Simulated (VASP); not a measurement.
Level of theory: PBE GGA, VASP's PBE PAW potentials (set 64) (plane waves; VASP).

VASP input:

POSCAR:
```
CuZn
1
    2.9242930000     0.0000000000     0.0000000000
    0.0000000000     2.9565710000     0.0000000000
    0.0000000000     0.0000000000     2.9631800000
Zn Cu
1 1
Direct
  0.5000000000   0.5000000000   0.5000000000
  0.0231320000   0.0000000000   0.0000000000
```

INCAR:
```
! general
SYSTEM  = CuZn
PREC    = Accurate
ENCUT   = 400   ! plane-wave cut-off (eV)
LREAL   = F   ! projection in real space or not
LASPH   = T   ! aspherical one-centre terms

! electronic loop
EDIFF   = 1E-6
NELM    = 100   ! most electronic steps
ALGO    = Fast
LMAXMIX = 4   ! l cut-off of mixed one-centre charges

! smearing
ISMEAR  = 1   ! Methfessel-Paxton
SIGMA   = 0.1   ! width (eV)

! functional
GGA     = PE   ! PBE

! ions
ISIF    = 2

! output
LWAVE   = F
LCHARG  = F
```

File KPOINTS:
```
Automatic mesh
0
Gamma
11 11 11
0 0 0
```

POTCAR, in this order: Zn Cu (PBE.64 set). Program: vasp_std.

The run wrote:

### OSZICAR
```
       N       E                     dE             d eps       ncg     rms          rms(c)
DAV:   1     0.101655712209E+03    0.10166E+03   -0.99251E+03  6696   0.213E+03
DAV:   2    -0.343464058785E+01   -0.10509E+03   -0.10228E+03  6508   0.306E+02
DAV:   3    -0.606373773277E+01   -0.26291E+01   -0.26192E+01  8093   0.660E+01
DAV:   4    -0.608026130034E+01   -0.16524E-01   -0.16522E-01  7509   0.462E+00
DAV:   5    -0.608049517761E+01   -0.23388E-03   -0.23388E-03  8780   0.574E-01    0.948E+00
RMM:   6    -0.588362322876E+01    0.19687E+00   -0.11825E+01  7091   0.632E+01    0.638E+00
RMM:   7    -0.500858127249E+01    0.87504E+00   -0.32401E+00  6878   0.329E+01    0.229E+00
RMM:   8    -0.500653700478E+01    0.20443E-02   -0.39106E-02  7201   0.312E+00    0.108E+00
RMM:   9    -0.500256446641E+01    0.39725E-02   -0.15389E-02  7233   0.196E+00    0.204E-01
RMM:  10    -0.500216615011E+01    0.39832E-03   -0.73627E-03  7550   0.133E+00    0.813E-02
RMM:  11    -0.500223377030E+01   -0.67620E-04   -0.13528E-03  8031   0.526E-01    0.288E-02
RMM:  12    -0.500232127288E+01   -0.87503E-04   -0.54538E-04  7488   0.330E-01    0.669E-02
RMM:  13    -0.500226104561E+01    0.60227E-04   -0.37134E-04  7351   0.348E-01    0.170E-02
RMM:  14    -0.500226416347E+01   -0.31179E-05   -0.65342E-05  7970   0.867E-02    0.433E-03
RMM:  15    -0.500226520485E+01   -0.10414E-05   -0.12607E-05  6464   0.411E-02    0.324E-03
RMM:  16    -0.500226532516E+01   -0.12031E-06   -0.31508E-06  5569   0.280E-02
   1 F= -.50022653E+01 E0= -.50020774E+01  d E =-.563834E-03
```

### OUTCAR
```
------------------------ aborting loop because EDIFF is reached ----------------------------------------
  FORCE on cell =-STRESS in cart. coord.  units (eV):
  Direction    XX          YY          ZZ          XY          YZ          ZX
  --------------------------------------------------------------------------------------
  Total        0.4098196      0.3452195      0.3124003      0.0000000      0.0000000      0.0000000
  in kB       25.6292619     21.5893040     19.5368644      0.0000000      0.0000000      0.0000000
  external PRESSURE =      22.2518101 kB  Pullay stress =       0.0000000 kB
  volume of cell :       25.62
      direct lattice vectors                 reciprocal lattice vectors
     2.924293000  0.000000000  0.000000000     0.341962998  0.000000000  0.000000000
     0.000000000  2.956571000  0.000000000     0.000000000  0.338229659  0.000000000
     0.000000000  0.000000000  2.963180000     0.000000000  0.000000000  0.337475280
 POSITION                                       TOTAL-FORCE (eV/Angst)
 -----------------------------------------------------------------------------------
      1.46215      1.47829      1.48159         0.324738      0.000000      0.000000
      0.06764      0.00000      0.00000        -0.324738      0.000000      0.000000
 -----------------------------------------------------------------------------------
    total drift:                               -0.001165      0.000000     -0.000014
  FREE ENERGIE OF THE ION-ELECTRON SYSTEM (eV)
  ---------------------------------------------------
  free  energy   TOTEN  =        -5.0022653252 eV

  energy  without entropy=       -5.0017014910  energy(sigma->0) =       -5.00207738
```
(Selected blocks of OUTCAR.)

The compound is CuZn in the CsCl type structure. The cell was not relaxed at this level, atoms are displaced from their ideal sites. The run is one of a series of settings (ALGO = Fast against the base run), some of them coarse on purpose. The electron count is odd and the run is not spin-polarised, which forces a metal.
